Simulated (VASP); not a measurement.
# Gap, carriers and strain in TiGe (Fm-3m)

Wanted: where the band edges of TiGe lie, how heavy the carriers are and how strain moves the gap. The cell is generated by rule, not measured, and may not be a known phase.

Method: PBEsol; plane waves and PAW (Ti_sv, Ge_d), in the first sound run; inputs show where later runs differ, in VASP 6.6.1.

The structure was built from a prototype and need not be the compound's stable phase.

## Step 1: Set-up

It takes space group Fm-3m (No. 225, cubic). The conventional cell has a = 5.410 Å, b = 5.410 Å, c = 5.410 Å, α = 90.00°, β = 90.00°, γ = 90.00°. Ti has 6 Ge at 2.71 Å nearest. Nearest to Ge lie 6 Ti at 2.71 Å. Farther neighbours are not listed.

Structure file:

```cif
data_structure
_symmetry_space_group_name_H-M 'P 1'
_symmetry_Int_Tables_number 1
_cell_length_a 3.8254
_cell_length_b 3.8254
_cell_length_c 3.8254
_cell_angle_alpha 60.000
_cell_angle_beta 60.000
_cell_angle_gamma 60.000
_cell_volume 39.59
loop_
_atom_site_label
_atom_site_type_symbol
_atom_site_fract_x
_atom_site_fract_y
_atom_site_fract_z
_atom_site_occupancy
Ti1 Ti 0.00000 0.00000 0.00000 1
Ge2 Ge 0.50000 0.50000 0.50000 1
```

## Step 2: Relaxation of the atoms

The cell is kept as given; the atoms are relaxed first, so that no residual force shifts the band edges.

INCAR

```
SYSTEM = TiGe
PREC = Accurate
ENCUT = 410
EDIFF = 1E-06
NELM = 100
ISMEAR = 0
SIGMA = 0.02
LREAL = .FALSE.
ALGO = Normal
GGA = PS
NBANDS = 19
LASPH = .TRUE.
LORBIT = 11
LWAVE = .FALSE.
LCHARG = .FALSE.
KPAR = 4
IBRION = 2
NSW = 40
ISIF = 2
EDIFFG = -0.005
```

POSCAR

```
TiGe
1.0
    0.0000000000      2.7050000000      2.7050000000
    2.7050000000      0.0000000000      2.7050000000
    2.7050000000      2.7050000000      0.0000000000
Ti Ge
1 1
Direct
    0.0000000000      0.0000000000      0.0000000000
    0.5000000000      0.5000000000      0.5000000000
```

KPOINTS

```
Automatic mesh
0
Gamma
10 10 10
0 0 0
```

PAW data sets: Ti_sv and Ge_d (PBE family, release 64).

The run is started by

```
$ mpirun -np 4 vasp_std
```

Log:

```text
[banner, memory and clock lines left out]
running    4 mpi-ranks, on    1 nodes
 distrk:  each k-point on    1 cores,    4 groups
 distr:  one band on    1 cores,    1 groups

 POSCAR found type information on POSCAR TiGe
 POSCAR found :  2 types and       2 ions
|                                                                             |
|               ----> ADVICE to this user running VASP <----                  |
|                                                                             |
|     You enforced a specific xc type in the INCAR file but a different       |
|     [... a line on the potential file left out ...]
|     I HOPE YOU KNOW WHAT YOU ARE DOING!                                     |
|                                                                             |

 LDA part: xc-table for (Slater+PW92), standard interpolation
 POSCAR, INCAR and KPOINTS ok, starting setup
 FFT: planning ... GRIDC
 FFT: planning ... GRID_SOFT
 FFT: planning ... GRID
 WAVECAR not read
 entering main loop
       N       E                     dE             d eps       ncg     rms          rms(c)
DAV:   1     0.187550475513E+03    0.18755E+03   -0.12059E+04  1891   0.266E+03
DAV:   2     0.482661486705E+01   -0.18272E+03   -0.17926E+03  1795   0.496E+02
DAV:   3    -0.158892852900E+02   -0.20716E+02   -0.20364E+02  1990   0.135E+02
DAV:   4    -0.169611135482E+02   -0.10718E+01   -0.10671E+01  2603   0.293E+01
DAV:   5    -0.169834903455E+02   -0.22377E-01   -0.22371E-01  2131   0.337E+00    0.109E+01
DAV:   6    -0.145040180985E+02    0.24795E+01   -0.18490E+01  1963   0.344E+01    0.552E+00
DAV:   7    -0.140922398699E+02    0.41178E+00   -0.42815E+00  1967   0.193E+01    0.229E+00
DAV:   8    -0.140701572437E+02    0.22083E-01   -0.54004E-01  1951   0.686E+00    0.130E+00
DAV:   9    -0.140424566257E+02    0.27701E-01   -0.11846E-01  1967   0.318E+00    0.232E-01
DAV:  10    -0.140431644351E+02   -0.70781E-03   -0.56666E-03  2455   0.936E-01    0.101E-01
DAV:  11    -0.140431076605E+02    0.56775E-04   -0.16509E-04  2085   0.888E-02    0.445E-02
DAV:  12    -0.140431022857E+02    0.53748E-05   -0.39950E-05  2317   0.532E-02    0.425E-03
DAV:  13    -0.140431019184E+02    0.36727E-06   -0.11647E-06  1528   0.966E-03
   1 F= -.14043102E+02 E0= -.14042893E+02  d E =-.140431E+02
 curvature:   0.00 expect dE= 0.000E+00 dE for cont linesearch  0.000E+00
 trial: gam= 0.00000 g(F)=  0.779E-58 g(S)=  0.000E+00 ort = 0.000E+00 (trialstep = 0.100E+01)
 search vector abs. value=  0.100E-09
 reached required accuracy - stopping structural energy minimisation
```

Elapsed: 9.2 s, on 4 MPI ranks of AMD EPYC 7R43, shared host; peak memory 0.56 GiB; 35 s of CPU time.

The logs omit lines about the potential files and the build; timing stands in the text.

From OUTCAR (step 2):

```text
ion  position               nearest neighbor table
   1  0.000  0.000  0.000-   2 2.71   2 2.71   2 2.71   2 2.71   2 2.71   2 2.71
   2  0.500  0.500  0.500-   1 2.71   1 2.71   1 2.71   1 2.71   1 2.71   1 2.71

  LATTYP: Found a face centered cubic cell.
 ALAT       =     5.4100000000

 Subroutine GETGRP returns: Found 48 space group operations
 (whereof 48 operations were pure point group operations)

The static configuration has the point symmetry O_h .

 Found     47 irreducible k-points:

   k-points           NKPTS =     47   k-points in BZ     NKDIM =     47   number of bands    NBANDS=     19

   dimension x,y,z NGX =    28 NGY =   28 NGZ =   28
   dimension x,y,z NGXF=    56 NGYF=   56 NGZF=   56

   ENCUT  =  410.0 eV  30.13 Ry    5.49 a.u.   6.32  6.32  6.32*2*pi/ulx,y,z

   NELECT =      26.0000    total number of electrons

 k-points in reciprocal lattice and weights: Automatic mesh
   0.00000000  0.00000000  0.00000000       0.001
   0.10000000  0.00000000  0.00000000       0.008
   0.20000000  0.00000000  0.00000000       0.008
   0.30000000  0.00000000  0.00000000       0.008
   0.40000000  0.00000000  0.00000000       0.008
   0.50000000  0.00000000  0.00000000       0.004
   0.10000000  0.10000000  0.00000000       0.006
   0.20000000  0.10000000  0.00000000       0.024
   0.30000000  0.10000000  0.00000000       0.024
[...]
-0.30000000  0.40000000  0.20000000       0.024
  -0.30000000  0.50000000  0.20000000       0.012

 average (electrostatic) potential at core
       1 -74.9687       2 -71.8849

 E-fermi :   6.2534

 k-point     1 :       0.0000    0.0000    0.0000
  band No.  band energies     occupation
    ...
      6     -17.5207      2.00000
      7     -17.4913      2.00000
      8     -17.4913      2.00000
      9     -17.4913      2.00000
     10      -3.9072      2.00000
     11       6.3575      0.00000
     12       6.3575      0.00000
     13       6.3575      0.00000
     14       6.6929      0.00000
     15       6.6929      0.00000
    ...

 k-point     2 :       0.1000    0.0000    0.0000
  band No.  band energies     occupation
    ...
      9     -17.4906      2.00000
     10      -3.7652      2.00000
     11       6.0425      2.00000
     12       6.2444      1.47661
     13       6.2444      1.47648
     14       6.5487      0.00000
     15       6.5487      0.00000
     16       8.5291      0.00000
     17       9.4684      0.00000
     18       9.4684      0.00000
    ...

 k-point     3 :       0.2000    0.0000    0.0000
  band No.  band energies     occupation
    ...
      9     -17.4888      2.00000
     10      -3.3511      2.00000
     11       5.0104      2.00000
     12       5.6782      2.00000
     13       5.6782      2.00000
     14       6.7262      0.00000
     15       6.7262      0.00000
     16       7.9751      0.00000
     17      10.3246      0.00000
     18      10.3246      0.00000
    ...

  Total       -3.5153675     -3.5153675     -3.5153675      0.0000000     -0.0000000      0.0000000
  in kB     -142.2818525   -142.2818525   -142.2818525      0.0000000     -0.0000000      0.0000000
  external PRESSURE =    -142.2818525 kB  Pullay stress =       0.0000000 kB

  energy-cutoff  :      410.00
  volume of cell :       39.59
      direct lattice vectors                 reciprocal lattice vectors
     0.000000000  2.705000000  2.705000000    -0.184842884  0.184842884  0.184842884
     2.705000000  0.000000000  2.705000000     0.184842884 -0.184842884  0.184842884
     2.705000000  2.705000000  0.000000000     0.184842884  0.184842884 -0.184842884

 POSITION                                       TOTAL-FORCE (eV/Angst)
 -----------------------------------------------------------------------------------
      0.00000      0.00000      0.00000         0.000000     -0.000000     -0.000000
      2.70500      2.70500      2.70500        -0.000000      0.000000      0.000000
 -----------------------------------------------------------------------------------
    total drift:                                0.000000      0.000000      0.000000

  FREE ENERGIE OF THE ION-ELECTRON SYSTEM (eV)
  ---------------------------------------------------
  free  energy   TOTEN  =       -14.0431019184 eV

  energy  without entropy=      -14.0426847046  energy(sigma->0) =      -14.04289331

 reached required accuracy - stopping structural energy minimisation

 total charge
# of ion       s       p       d       tot
------------------------------------------
    1        2.147   6.079   1.878  10.103
    2        1.151   1.263   9.992  12.406
--------------------------------------------------
tot          3.298   7.342  11.869  22.509

[... 3 further parts left out ...]
```

The PAW data sets were made with PBE, which is usual practice but a small mismatch for other functionals. The run keeps the 48 symmetry operations of its start, so it cannot find a distortion of lower symmetry.

The forces vanish from the start, and no atom moves.

Numbers from this step:

| Quantity | Value |
| --- | --- |
| SCF cycles | 13 |
| electrons | 26 |
| bands | 19 |
| irreducible k-points | 47 |
| symmetry operations | 48 |
| free energy (TOTEN) | -14.04 eV |
| energy at zero smearing | -14.04 eV |
| Fermi energy | 6.253 eV |
| pressure | -14.23 GPa |
| metallic | yes |

## Step 3: Bands on a dense mesh

A dense even mesh and a path are solved together, since either alone can miss a band edge.

Edit INCAR of step 2 so:

```diff
@@ -10,3 +10,3 @@
 GGA = PS
-NBANDS = 19
+NBANDS = 25
 LASPH = .TRUE.
@@ -16,5 +16,2 @@
 KPAR = 4
-IBRION = 2
-NSW = 40
 ISIF = 2
-EDIFFG = -0.005
```

POSCAR is that of step 2.

KPOINTS

```
Automatic mesh
0
Gamma
12 12 12
0 0 0
```

KPOINTS_OPT

```
Line mode
24
Line-mode
Reciprocal
  0.00000000   0.00000000   0.00000000 GAMMA
  0.50000000   0.00000000   0.50000000 X

  0.50000000   0.00000000   0.50000000 X
  0.50000000   0.25000000   0.75000000 W

  0.50000000   0.25000000   0.75000000 W
  0.37500000   0.37500000   0.75000000 K

  0.37500000   0.37500000   0.75000000 K
  0.00000000   0.00000000   0.00000000 GAMMA

  0.00000000   0.00000000   0.00000000 GAMMA
  0.50000000   0.50000000   0.50000000 L

  0.50000000   0.50000000   0.50000000 L
  0.62500000   0.25000000   0.62500000 U

  0.62500000   0.25000000   0.62500000 U
  0.50000000   0.25000000   0.75000000 W

  0.50000000   0.25000000   0.75000000 W
  0.50000000   0.50000000   0.50000000 L

  0.50000000   0.50000000   0.50000000 L
  0.37500000   0.37500000   0.75000000 K

  0.62500000   0.25000000   0.62500000 U
  0.50000000   0.00000000   0.50000000 X
```

The run is started by

```
$ mpirun -np 4 vasp_std
```

Log:

```text
[banner, memory and clock lines left out]
running    4 mpi-ranks, on    1 nodes
 distrk:  each k-point on    1 cores,    4 groups
 distr:  one band on    1 cores,    1 groups

 POSCAR found type information on POSCAR TiGe
 POSCAR found :  2 types and       2 ions
 [... a notice as in an earlier step ...]

 LDA part: xc-table for (Slater+PW92), standard interpolation
 POSCAR, INCAR and KPOINTS ok, starting setup
 FFT: planning ... GRIDC
 FFT: planning ... GRID_SOFT
 FFT: planning ... GRID
 WAVECAR not read
 entering main loop
       N       E                     dE             d eps       ncg     rms          rms(c)
DAV:   1     0.197622643120E+03    0.19762E+03   -0.10828E+04  4347   0.201E+03
DAV:   2     0.671605108476E+01   -0.19091E+03   -0.18221E+03  3640   0.443E+02
DAV:   3    -0.161356599694E+02   -0.22852E+02   -0.22595E+02  4084   0.110E+02
DAV:   4    -0.169623244113E+02   -0.82666E+00   -0.82460E+00  4468   0.213E+01
DAV:   5    -0.169810430374E+02   -0.18719E-01   -0.18715E-01  4330   0.307E+00    0.109E+01
DAV:   6    -0.145487038969E+02    0.24323E+01   -0.97409E+00  3934   0.261E+01    0.542E+00
DAV:   7    -0.140987985109E+02    0.44991E+00   -0.26844E+00  3972   0.138E+01    0.218E+00
DAV:   8    -0.141094366205E+02   -0.10638E-01   -0.51675E-01  4372   0.559E+00    0.191E+00
DAV:   9    -0.140448637874E+02    0.64573E-01   -0.22078E-01  3885   0.354E+00    0.295E-01
DAV:  10    -0.140444574218E+02    0.40637E-03   -0.88052E-03  4301   0.881E-01    0.105E-01
DAV:  11    -0.140443735528E+02    0.83869E-04   -0.44423E-04  4326   0.152E-01    0.540E-02
DAV:  12    -0.140443589311E+02    0.14622E-04   -0.59404E-05  4803   0.521E-02    0.141E-02
DAV:  13    -0.140443566504E+02    0.22808E-05   -0.33114E-06  4267   0.155E-02    0.564E-03
DAV:  14    -0.140443571685E+02   -0.51816E-06   -0.77803E-07  2713   0.803E-03
   1 F= -.14044357E+02 E0= -.14044191E+02  d E =-.332794E-03
 Start KPOINTS_OPT (optional k-point list driver)
k-point batch [1-72\240]
       N       E                     dE             ncg
DAV:   1    -0.150090550757E+05   -0.69445E+05     4329
DAV:   2    -0.284280002421E+05   -0.13419E+05     3632
DAV:   3    -0.299525532790E+05   -0.15246E+04     4238
DAV:   4    -0.300015604285E+05   -0.49007E+02     4246
DAV:   5    -0.300028326453E+05   -0.12722E+01     4316
DAV:   6    -0.300028696785E+05   -0.37033E-01     4201
DAV:   7    -0.300028712758E+05   -0.15973E-02     4465
DAV:   8    -0.300028713345E+05   -0.58613E-04     3770
DAV:   9    -0.300028713379E+05   -0.34611E-05     2704
DAV:  10    -0.300028713381E+05   -0.19572E-06     2044
[...]
k-point batch [217-240\240]
       N       E                     dE             ncg
DAV:   1     0.347956473321E+05   -0.26304E+05     1501
DAV:   2     0.304701311906E+05   -0.43255E+04     1208
DAV:   3     0.299830162613E+05   -0.48711E+03     1473
DAV:   4     0.299681092653E+05   -0.14907E+02     1339
DAV:   5     0.299677218357E+05   -0.38743E+00     1471
DAV:   6     0.299677108128E+05   -0.11023E-01     1331
DAV:   7     0.299677102569E+05   -0.55587E-03     1511
DAV:   8     0.299677102327E+05   -0.24226E-04     1248
DAV:   9     0.299677102312E+05   -0.14717E-05      878
DAV:  10     0.299677102311E+05   -0.82517E-07      693
```

The job ended after 44 s (4 MPI ranks; peak memory 0.75 GiB).

Parts of OUTCAR (step 3):

```text
The static configuration has the point symmetry O_h .

 Found     72 irreducible k-points:

   k-points           NKPTS =     72   k-points in BZ     NKDIM =     72   number of bands    NBANDS=     25

   NELECT =      26.0000    total number of electrons

 E-fermi :   6.2797

 k-point     1 :       0.0000    0.0000    0.0000
  band No.  band energies     occupation
    ...
      6     -17.5191      2.00000
      7     -17.4897      2.00000
      8     -17.4897      2.00000
      9     -17.4897      2.00000
     10      -3.9068      2.00000
     11       6.3565      0.00000
     12       6.3565      0.00000
     13       6.3565      0.00000
     14       6.6917      0.00000
     15       6.6917      0.00000
    ...

 k-point     2 :       0.0833    0.0000    0.0000
  band No.  band energies     occupation
    ...
      7     -17.4895      2.00000
      8     -17.4893      2.00000
      9     -17.4893      2.00000
     10      -3.8080      2.00000
     11       6.1422      2.00000
     12       6.3032      0.09658
     13       6.3032      0.09655
     14       6.5544      0.00000
     15       6.5544      0.00000
     16       8.6537      0.00000
    ...

  Total       -3.5207454     -3.5207454     -3.5207454     -0.0000000     -0.0000000      0.0000000
  in kB     -142.4995182   -142.4995182   -142.4995182     -0.0000000     -0.0000000      0.0000000
  external PRESSURE =    -142.4995182 kB  Pullay stress =       0.0000000 kB

  FREE ENERGIE OF THE ION-ELECTRON SYSTEM (eV)
  ---------------------------------------------------
  free  energy   TOTEN  =       -14.0443571685 eV

  energy  without entropy=      -14.0440243745  energy(sigma->0) =      -14.04419077

 total charge
# of ion       s       p       d       tot
------------------------------------------
    1        2.147   6.079   1.877  10.103
    2        1.151   1.264   9.991  12.406
--------------------------------------------------
tot          3.298   7.342  11.869  22.509

[... 7 parts as in an earlier step ...]

[... 6 further parts left out ...]
```

Numbers from this step:

```
SCF cycles           : 14
bands                : 25
irreducible k-points : 72
Fermi energy         : 6.280 eV
pressure             : -14.25 GPa
```

Electronic bands along the path, in eV, zero at the Fermi level; # counts the bands kept, so #1 is VASP's band 10:

| point | #1 | #2 | #3 | #4 | #5 | #6 | #7 | #8 |
| --- | --- | --- | --- | --- | --- | --- | --- | --- |
| Γ | -10.19 | 0.08 | 0.08 | 0.08 | 0.41 | 0.41 | 2.76 | 2.76 |
| 0.48 of the way | -9.21 | -2.11 | -0.52 | -0.20 | -0.20 | 0.63 | 2.63 | 2.63 |
| X | -7.87 | -3.29 | -1.10 | 0.12 | 0.12 | 0.89 | 1.43 | 1.43 |
| 0.48 of the way | -7.75 | -3.14 | -1.76 | -1.13 | 0.76 | 1.43 | 1.46 | 1.52 |
| W | -7.59 | -2.62 | -2.62 | -1.94 | 1.37 | 1.37 | 1.43 | 1.75 |
| 0.48 of the way | -7.63 | -2.87 | -2.64 | -1.48 | 0.93 | 1.30 | 1.62 | 2.04 |
| K | -7.66 | -2.96 | -2.75 | -1.01 | 0.54 | 1.26 | 1.70 | 2.16 |
| 0.48 of the way | -8.87 | -2.47 | -1.49 | -1.21 | 0.56 | 1.02 | 2.06 | 2.67 |
| Γ | -10.19 | 0.08 | 0.08 | 0.08 | 0.41 | 0.41 | 2.76 | 2.76 |
| 0.52 of the way | -9.26 | -2.12 | -0.94 | -0.94 | 0.62 | 0.62 | 1.58 | 4.59 |
| L | -7.86 | -4.58 | -1.59 | -1.59 | 1.14 | 1.14 | 1.69 | 4.98 |
| 0.52 of the way | -7.75 | -4.03 | -2.07 | -1.41 | 1.01 | 1.15 | 1.57 | 3.36 |
| U | -7.66 | -2.96 | -2.75 | -1.01 | 0.54 | 1.26 | 1.70 | 2.16 |
| 0.52 of the way | -7.63 | -2.87 | -2.64 | -1.48 | 0.93 | 1.30 | 1.62 | 2.04 |
| W | -7.59 | -2.62 | -2.62 | -1.94 | 1.37 | 1.37 | 1.43 | 1.75 |
| 0.48 of the way | -7.72 | -3.86 | -2.14 | -1.45 | 1.08 | 1.11 | 1.54 | 3.28 |
| L | -7.86 | -4.58 | -1.59 | -1.59 | 1.14 | 1.14 | 1.69 | 4.98 |
| 0.48 of the way | -7.77 | -4.12 | -2.00 | -1.44 | 1.03 | 1.14 | 1.58 | 3.54 |
| K | -7.66 | -2.96 | -2.75 | -1.01 | 0.54 | 1.26 | 1.70 | 2.16 |
| jump to U | -7.66 | -2.96 | -2.75 | -1.01 | 0.54 | 1.26 | 1.70 | 2.16 |
| 0.48 of the way | -7.79 | -3.20 | -1.71 | -0.46 | 0.18 | 1.39 | 1.51 | 1.70 |
| X | -7.87 | -3.29 | -1.10 | 0.12 | 0.12 | 0.89 | 1.43 | 1.43 |

Of the projections kept (Ti, Ge), the largest for each band there; the rest of the weight can lie on other orbitals:

| point | #1 | #2 | #3 | #4 | #5 | #6 | #7 | #8 |
| --- | --- | --- | --- | --- | --- | --- | --- | --- |
| Γ | Ge 0.86 | Ti 0.97 | Ti 0.97 | Ti 0.97 | Ti 0.95 | Ti 0.95 | Ge 0.92 | Ge 0.92 |
| X | Ge 0.85 | Ge 0.75 | Ti 0.93 | Ge 0.82 | Ge 0.82 | Ti 0.96 | Ti 1.00 | Ti 1.00 |
| W | Ge 0.88 | Ge 0.57 | Ge 0.57 | Ti 0.54 | Ti 0.89 | Ti 0.89 | Ti 1.00 | Ti 0.91 |
| K | Ge 0.88 | Ge 0.65 | Ti 0.50 | Ti 0.62 | Ti 0.86 | Ti 1.00 | Ti 0.96 | Ti 0.91 |
| Γ | Ge 0.86 | Ti 0.97 | Ti 0.97 | Ti 0.97 | Ti 0.95 | Ti 0.95 | Ge 0.92 | Ge 0.92 |
| L | Ge 0.93 | Ge 0.55 | Ti 0.70 | Ti 0.70 | Ti 1.00 | Ti 1.00 | Ti 0.96 | Ge 0.79 |

The electronic bands as a text plot (rows in eV, shown from -8.0 to 4.5 only):

```
    4.2 |        *             *     *     *          *   **
    3.7 |                 *     *   *       **       *      *
    3.2 |  *****         *       * *          *            * *
    2.6 |*****  *      **   ********         * **  **       * *
    2.1 |     ** ****************   *         ******         ****
    1.6 |       **********           ****************************
    1.1 |       *** ***********         ********** ************ *
    0.6 |*******   *    **  *******  ***      ***           ***
    0.0 |**********            ******                          **
   -0.5 |   **                 **   **                         *
   -1.0 |  *  ******    **   ***     ***      **            *** *
   -1.5 |   *      **  *  ****          ******  ** *********   *
   -2.0 |           ***    ** *       *     *     *  **   **
   -2.5 |    *       **** *  *               ********       ***
   -3.1 |     *******  ***  *          *      ***  *         ****
   -3.6 |                 **                 *      *       *
   -4.1 |                               *   *        **   **
   -4.6 |                                ***           ***
   -5.1 |
   -5.7 |
   -6.2 |
   -6.7 |
   -7.2 |
   -7.7 |       ************             ************************
         Γ       X    W  K        Γ      L     U  W     L   K|U X
```

At -14.2 GPa the cell is away from the equilibrium volume of this level: left free, it would shrink.

(Continued in part 2 of 3.)

[Lines on the potential files, build, host, timing and source positions are cut from VASP's logs without a mark.]

[Logs are printed without paths, hosts, clocks, repeated set-up lines and the standing remarks that a program may print on its own settings, such as how far it seeks lower states.]

[Hosts, paths, dates, database ids (printed as entryN), source tags and the programs' standing remarks are cut or masked in the printed files.]

[In band tables of VASP the shares of atoms and orbitals are scaled to a sum of 1 inside the atoms' spheres.]

[Gaps and slopes under strain along one axis are those of the sampled path and mesh points; where strain splits equal valleys, another of them can be the edge.]
